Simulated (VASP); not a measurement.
An input for Quantum ESPRESSO's pw.x (written as the equivalent of a VASP run, and not itself run):

```
&CONTROL
  calculation = 'vc-relax'
  pseudo_dir = './pseudo'
  outdir = './out'
  tprnfor = .true.
  tstress = .true.
  nstep = 60
  forc_conv_thr = 0.00078
/
&SYSTEM
  ibrav = 0
  nat = 3
  ntyp = 2
  ecutwfc = 88
  occupations = 'smearing'
  smearing = 'methfessel-paxton'
  degauss = 0.00735
  input_dft = 'pbesol'
/
&ELECTRONS
  conv_thr = 7.3e-08
  electron_maxstep = 100
/
&IONS
/
&CELL
/
ATOMIC_SPECIES
  Be 9.012 Be.upf
  B 10.810 B.upf
CELL_PARAMETERS angstrom
    -0.0000000    2.2777755    2.2777755
     2.2777755    0.0000000    2.2777755
     2.2777755    2.2777755   -0.0000000
ATOMIC_POSITIONS crystal
  Be   0.2500000  0.2500000  0.2500000
  Be   0.7500000  0.7500000  0.7500000
  B    0.0000000  1.0000000  1.0000000
K_POINTS automatic
  10 10 10 0 0 0
```

Problem. Write the VASP files for the same calculation (PBEsol).

Solution. Several could match; the one computed here: 
File POSCAR:
```
Be2B
1.0
  0.0000000000   2.2777755423   2.2777755423
  2.2777755423   0.0000000000   2.2777755423
  2.2777755423   2.2777755423   0.0000000000
Be B
2 1
Direct
  0.2500000000   0.2500000000   0.2500000000
  0.7500000000   0.7500000000   0.7500000000
  0.0000000000   1.0000000000   1.0000000000
```

INCAR:
```
SYSTEM = Be2B
PREC = Accurate
ENCUT = 520
EDIFF = 1E-6
NELM = 100
ALGO = Normal
LREAL = .FALSE.
LASPH = .TRUE.
ISMEAR = 1
SIGMA = 0.1
GGA = PS
LWAVE = .FALSE.
LCHARG = .FALSE.
IBRION = 2
ISIF = 3
NSW = 60
EDIFFG = -0.02
```

File KPOINTS:
```
K-points
0
gamma
 10 10 10
0 0 0
```

POTCAR, in this order: Be B (PBE.64 set). Program: vasp_std.

The two are equivalent in intent, not identical: the potentials are each code's own (VASP's PAW set, PseudoDojo norm-conserving files in pw.x), so ENCUT and ecutwfc are chosen apart and not converted; conv_thr bounds pw.x's estimated SCF error, while EDIFF bounds the energy change between steps; forc_conv_thr acts on force components and is met together with etot_conv_thr.

The structure comes from a measured Be2B entry (Fm-3m) of the Crystallography Open Database, whose conditions weren't checked. It was relaxed first, which changed the volume by -7 %. The start is the result of an earlier pass.
